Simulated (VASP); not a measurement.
Here is a VASP 6.6.1 calculation.

File INCAR:

```
SYSTEM = Si28BC27
PREC = Normal
ENCUT = 450
EDIFF = 1E-6
ISMEAR = 0
SIGMA = 0.01
LREAL = Auto
LASPH = .True.
NELM = 80
ALGO = Normal
ISIF = 2
LWAVE = .False.
LCHARG = .False.
GGA = PE
IBRION = 2
NSW = 70
EDIFFG = -0.025
ICORELEVEL = 1
NELECT = 224.0
ISYM = 0
KPAR = 4
NCORE = 2
```

The input KPOINTS:

```
Automatic mesh
0
Gamma
  2 2 2
  0 0 0
```

POSCAR

```
Si28BC27
1.0
    1.5465940000      8.0363460000      0.0000000000
   -7.7329770000     -2.6787820000      0.0000000000
    0.0000000000      0.0000000000     10.1265810000
Si B C
28 1 27
Direct
    0.3274361400      0.6602327100      0.9347955400
    0.1904760000      0.2380950000      0.9378460000
    0.6190474300      0.5238092900      0.9378460000
    0.0476188600      0.8095235700      0.9378460000
    0.4761902900      0.0952378600      0.9378460000
    0.9047617100      0.3809521400      0.9378460000
    0.7619045700      0.9523807100      0.9378460000
    0.5238097100      0.9047621400      0.4378460000
    0.3809525700      0.4761907100      0.4378460000
    0.8095240000      0.7619050000      0.4378460000
    0.2380954300      0.0476192900      0.4378460000
    0.6666668600      0.3333335700      0.4378460000
    0.0952382900      0.6190478600      0.4378460000
    0.9523811400      0.1904764300      0.4378460000
    0.2951993700      0.8632052700      0.6851212800
    0.1473358300      0.4285500300      0.6837419400
    0.5772825700      0.7249932900      0.6962081600
    0.0000000000      0.0000000000      0.6878980000
    0.4285714300      0.2857142900      0.6878980000
    0.8571428600      0.5714285700      0.6878980000
    0.7142857100      0.1428571400      0.6878980000
    0.2857142900      0.8571428600      0.1878980000
    0.1428571400      0.4285714300      0.1878980000
    0.5714285700      0.7142857100      0.1878980000
    0.0000000000      0.0000000000      0.1878980000
    0.4285714300      0.2857142900      0.1878980000
    0.8571428600      0.5714285700      0.1878980000
    0.7142857100      0.1428571400      0.1878980000
    0.3286728900      0.6707369000      0.7483539600
    0.1904760000      0.2380950000      0.7498070000
    0.6190474300      0.5238092900      0.7498070000
    0.0476188600      0.8095235700      0.7498070000
    0.4761902900      0.0952378600      0.7498070000
    0.9047617100      0.3809521400      0.7498070000
    0.7619045700      0.9523807100      0.7498070000
    0.5238097100      0.9047621400      0.2498070000
    0.3809525700      0.4761907100      0.2498070000
    0.8095240000      0.7619050000      0.2498070000
    0.2380954300      0.0476192900      0.2498070000
    0.6666668600      0.3333335700      0.2498070000
    0.0952382900      0.6190478600      0.2498070000
    0.9523811400      0.1904764300      0.2498070000
    0.2857142900      0.8571428600      0.5004470000
    0.1428571400      0.4285714300      0.5004470000
    0.5714285700      0.7142857100      0.5004470000
    0.0000000000      0.0000000000      0.5004470000
    0.4285714300      0.2857142900      0.5004470000
    0.8571428600      0.5714285700      0.5004470000
    0.7142857100      0.1428571400      0.5004470000
    0.2857142900      0.8571428600      0.0004470000
    0.1428571400      0.4285714300      0.0004470000
    0.5714285700      0.7142857100      0.0004470000
    0.0000000000      0.0000000000      0.0004470000
    0.4285714300      0.2857142900      0.0004470000
    0.8571428600      0.5714285700      0.0004470000
    0.7142857100      0.1428571400      0.0004470000
```

Potentials or basis: VASP PAW PBE potentials, release 64 (Si, B, C).

Command:

```sh
$ cat potpaw_PBE.64/Si/POTCAR potpaw_PBE.64/B/POTCAR potpaw_PBE.64/C/POTCAR > POTCAR
$ mpirun -np 8 vasp_std > vasp.out
```

Q: Estimate the energy gained by relaxing.

A: 8.3 meV/atom.

Q: Predict the band gap on the k mesh.

A: 1.88 eV, indirect (least direct gap 2.14 eV).

Core levels (eV, on the scale of the bands):
| atom | levels |
| --- | --- |
| 1 Si | 1s -1770.8, 2s -124.7, 2p -80.8 |
| 2 Si | 1s -1771.5, 2s -125.4, 2p -81.4 |
| 3 Si | 1s -1771.5, 2s -125.4, 2p -81.4 |
| 4 Si | 1s -1771.5, 2s -125.4, 2p -81.4 |
| 5 Si | 1s -1771.5, 2s -125.4, 2p -81.4 |
| 6 Si | 1s -1771.5, 2s -125.4, 2p -81.4 |

Caveat: the k mesh is coarse (spacing up to 0.44 Å⁻¹), so the values aren't converged; the cell is charged against a uniform background, so pressure and absolute levels hang on convention.
